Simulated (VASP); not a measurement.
Output of a VASP run:

File OSZICAR:
```
       N       E                     dE             d eps       ncg     rms          rms(c)
DAV:   1     0.209382930979E+03    0.20938E+03   -0.15062E+04  8788   0.227E+03
DAV:   2     0.182977776447E+02   -0.19109E+03   -0.18931E+03  8790   0.439E+02
DAV:   3     0.115947862639E+00   -0.18182E+02   -0.18009E+02 10140   0.141E+02
DAV:   4    -0.465852144992E+00   -0.58180E+00   -0.57928E+00  9606   0.274E+01
DAV:   5    -0.489545640540E+00   -0.23693E-01   -0.23667E-01 11598   0.518E+00    0.146E+00
DAV:   6    -0.494434366372E+00   -0.48887E-02   -0.23536E-02 10036   0.198E+00    0.819E-01
DAV:   7    -0.502376223651E+00   -0.79419E-02   -0.20493E-02  8932   0.169E+00    0.124E-01
DAV:   8    -0.503778441264E+00   -0.14022E-02   -0.35235E-03  9194   0.692E-01    0.507E-02
DAV:   9    -0.503837325984E+00   -0.58885E-04   -0.15671E-04 11298   0.120E-01    0.214E-02
DAV:  10    -0.503851261941E+00   -0.13936E-04   -0.75621E-05  8964   0.906E-02    0.346E-03
DAV:  11    -0.503852468517E+00   -0.12066E-05   -0.31582E-06  9460   0.193E-02    0.219E-03
DAV:  12    -0.503852064808E+00    0.40371E-06   -0.24052E-06  6970   0.125E-02    0.458E-04
DAV:  13    -0.503851985512E+00    0.79296E-07   -0.93169E-08  6434   0.318E-03
   1 F= -.50385199E+00 E0= -.50385199E+00  d E =0.000000E+00
```

**OUTCAR**
```
------------------------ aborting loop because EDIFF is reached ----------------------------------------
  FORCE on cell =-STRESS in cart. coord.  units (eV):
  Direction    XX          YY          ZZ          XY          YZ          ZX
  --------------------------------------------------------------------------------------
  Total       -0.0422481     -0.0422481      0.1061284      0.0000000      0.0000000      0.0000000
  in kB       -1.0336676     -1.0336676      2.5966004      0.0000000      0.0000000      0.0000000
  external PRESSURE =       0.1764217 kB  Pullay stress =       0.0000000 kB
  volume of cell :       65.48
      direct lattice vectors                 reciprocal lattice vectors
    -3.119612123  3.119612123  1.682192777     0.000000000  0.160276336  0.297231094
     3.119612123 -3.119612123  1.682192777     0.160276336  0.000000000  0.297231094
     3.119612123  3.119612123 -1.682192777     0.160276336  0.160276336  0.000000000
 POSITION                                       TOTAL-FORCE (eV/Angst)
 -----------------------------------------------------------------------------------
      3.11961     -0.00000      0.84110         0.000000     -0.000000     -0.000000
      0.00000      0.00000      0.00000        -0.000000      0.000000      0.000000
 -----------------------------------------------------------------------------------
    total drift:                               -0.000000     -0.000000      0.000000
  FREE ENERGIE OF THE ION-ELECTRON SYSTEM (eV)
  ---------------------------------------------------
  free  energy   TOTEN  =        -0.5038519855 eV

  energy  without entropy=       -0.5038519855  energy(sigma->0) =       -0.50385199

 total charge

# of ion       s       p       d       tot
------------------------------------------
    1        1.286   0.919   9.951  12.157
    2        1.286   0.919   9.951  12.157
--------------------------------------------------
tot          2.572   1.839  19.903  24.314
```
(Selected blocks of OUTCAR.)

POSCAR:
```
Sn
1
   -3.1196121228     3.1196121228     1.6821927767
    3.1196121228    -3.1196121228     1.6821927767
    3.1196121228     3.1196121228    -1.6821927767
Sn
2
Direct
  0.2500000000   0.7500000000   0.5000000000
  0.0000000000   0.0000000000   0.0000000000
```

### Question
Reconstruct the remaining input files.

### Answer
One answer among several that fit: the input of the run itself, vdW-DF2, plane waves, VASP's PBE PAW potentials (set 64).

INCAR:
```
LORBIT = 11   # lm-projected
ALGO = Normal   # blocked Davidson
ISIF = 2
NELM = 100
ISMEAR = -5
LMAXMIX = 4   # l cut-off of mixed one-centre charges
SYSTEM = Sn
NEDOS = 601   # DOS grid
LREAL = .False.
ZAB_VDW = -1.8867
LCHARG = .True.
LWAVE = .False.
AGGAC = 0.0
PREC = Accurate
GGA = ML
ENCUT = 520
LASPH = .True.   # aspherical one-centre terms
LUSE_VDW = .True.
EDIFF = 1E-7   # SCF stop (eV)
```

KPOINTS:
```
Automatic mesh
0
Gamma
14 14 14
0 0 0
```

POTCAR, in this order: Sn_d (PBE.64 set). Program: vasp_std.

For a metal the tetrahedron method with Blöchl corrections gives inexact stress and forces.

The compound is Sn in the beta structure. It was relaxed first, which changed the volume by +21 %.
